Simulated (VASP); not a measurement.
Here is the system:

```
ZnF2
1.0
    4.74670     0.00000     0.00000
    0.00000     4.74670     0.00000
    0.00000     0.00000     3.17035
Zn F
2 4
Direct
  0.00000   0.00000   0.00000
  0.50000   0.50000   0.50000
  0.30294   0.30294   0.00000
  0.80294   0.19706   0.50000
  0.19706   0.80294   0.50000
  0.69706   0.69706   0.00000
```

The numbers are results of optB88-vdW, VASP's PBE PAW potentials (set 64) (plane waves; VASP), not measurements. Run with 520 eV cut-off, Gaussian smearing of 0.050 eV, potentials Zn F.

**Question.** What does the run give for the band gap (along the path) with the smallest direct gap where there is one?

**Answer.** 
```
Item                                   Result
------------------------------------  -------
band gap (along the path)             3.50 eV
smallest direct gap (along the path)  3.50 eV
```

Total energies compare only between runs with the same potentials, cut-off and functional.

The compound is ZnF2 in the rutile structure. It was relaxed first.
